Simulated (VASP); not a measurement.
Output of a VASP run:

### OSZICAR
```
       N       E                     dE             d eps       ncg     rms          rms(c)
DAV:   1    -0.656041369697E+00   -0.65604E+00   -0.12996E+03  1008   0.463E+02
DAV:   2    -0.343409329657E+01   -0.27781E+01   -0.26348E+01  1362   0.283E+01
DAV:   3    -0.345670279796E+01   -0.22610E-01   -0.22505E-01  1470   0.318E+00
DAV:   4    -0.345677667847E+01   -0.73881E-04   -0.73878E-04  1446   0.142E-01
DAV:   5    -0.345677684842E+01   -0.16996E-06   -0.16968E-06  1458   0.621E-03    0.961E-01
DAV:   6    -0.344625786899E+01    0.10519E-01   -0.54663E-04  1272   0.225E-01    0.612E-01
DAV:   7    -0.343675009852E+01    0.95078E-02   -0.22893E-03  1092   0.408E-01    0.312E-02
DAV:   8    -0.343675479912E+01   -0.47006E-05   -0.13888E-05  1650   0.336E-02    0.636E-03
DAV:   9    -0.343675439718E+01    0.40194E-06   -0.94731E-07  1056   0.619E-03
   1 F= -.34367544E+01 E0= -.34360324E+01  d E =-.343675E+01
       N       E                     dE             d eps       ncg     rms          rms(c)
DAV:   1    -0.343747179694E+01   -0.71700E-03   -0.20426E-03  1404   0.253E-01    0.139E-02
DAV:   2    -0.343746894867E+01    0.28483E-05   -0.93906E-06  1188   0.226E-02    0.860E-03
DAV:   3    -0.343746639068E+01    0.25580E-05   -0.24968E-06  1236   0.678E-03    0.203E-04
DAV:   4    -0.343746640523E+01   -0.14558E-07   -0.36167E-08   696   0.154E-03
   2 F= -.34374664E+01 E0= -.34368216E+01  d E =-.712008E-03
       N       E                     dE             d eps       ncg     rms          rms(c)
DAV:   1    -0.343781263717E+01   -0.34625E-03   -0.35066E-03  1356   0.329E-01    0.188E-02
DAV:   2    -0.343780731303E+01    0.53241E-05   -0.16581E-05  1176   0.299E-02    0.116E-02
DAV:   3    -0.343780280250E+01    0.45105E-05   -0.46504E-06  1236   0.915E-03    0.261E-04
DAV:   4    -0.343780281951E+01   -0.17008E-07   -0.63421E-08   690   0.204E-03
   3 F= -.34378028E+01 E0= -.34373388E+01  d E =-.104842E-02
```

File OUTCAR:
```
------------------------ aborting loop because EDIFF is reached ----------------------------------------
  FORCE on cell =-STRESS in cart. coord.  units (eV):
  Direction    XX          YY          ZZ          XY          YZ          ZX
  --------------------------------------------------------------------------------------
  Total       -0.0399080     -0.0399080     -0.0177686      0.0000000      0.0000000      0.0000000
  in kB       -1.4175035     -1.4175040     -0.6311268      0.0000000      0.0000000      0.0000000
  external PRESSURE =      -1.1553781 kB  Pullay stress =       0.0000000 kB
  volume of cell :       45.11
      direct lattice vectors                 reciprocal lattice vectors
     1.591199565 -2.756038934  0.000000000     0.314228341 -0.181419788 -0.000000000
     1.591199565  2.756038934  0.000000000     0.314228341  0.181419788  0.000000000
     0.000000000 -0.000000000  5.142883735    -0.000000000  0.000000000  0.194443439
 POSITION                                       TOTAL-FORCE (eV/Angst)
 -----------------------------------------------------------------------------------
      1.59120      0.91868      1.28572         0.000000      0.000000      0.000000
      1.59120     -0.91868      3.85716        -0.000000     -0.000000     -0.000000
 -----------------------------------------------------------------------------------
    total drift:                                0.000001     -0.000006      0.000001
  FREE ENERGIE OF THE ION-ELECTRON SYSTEM (eV)
  ---------------------------------------------------
  free  energy   TOTEN  =        -3.4378028195 eV

  energy  without entropy=       -3.4364108959  energy(sigma->0) =       -3.43733884

 reached required accuracy - stopping structural energy minimisation
```
(Selected blocks of OUTCAR.)

POSCAR:
```
Mg
1
    1.5955127796    -2.7635096442     0.0000000000
    1.5955127796     2.7635096442     0.0000000000
    0.0000000000     0.0000000000     5.0915719757
Mg
2
Direct
  0.3333330000   0.6666670000   0.2500000000
  0.6666670000   0.3333330000   0.7500000000
```

### Question
Write an INCAR and KPOINTS that could have produced this output.

### Answer
Several could match; the one computed here: the input of the run itself, PBEsol GGA, plane waves, VASP's PBE PAW potentials (set 64).

KPOINTS:
```
Automatic mesh
0
Gamma
13 13 7
0 0 0
```

**INCAR**
```
ENCUT=500   ! plane-wave cut-off (eV)
EDIFF=1E-6   ! SCF stop (eV)
IBRION=2
LWAVE=.FALSE.
ALGO=Normal   ! blocked Davidson
ISMEAR=1   ! Methfessel-Paxton
LCHARG=.FALSE.
GGA=PS
LASPH=.TRUE.   ! aspherical one-centre terms
PREC=Accurate
EDIFFG=-0.02
SIGMA=0.1   ! width (eV)
NSW=40
LREAL=.FALSE.   ! projection in real space or not
ISIF=3   ! ions, shape and volume
SYSTEM=Mg
NELM=100   ! most electronic steps
```

POTCAR, in this order: Mg (PBE.64 set). Program: vasp_std.

The compound is Mg in the hcp structure. This run relaxes it. Symmetry was kept, so distortions that lower it aren't found.
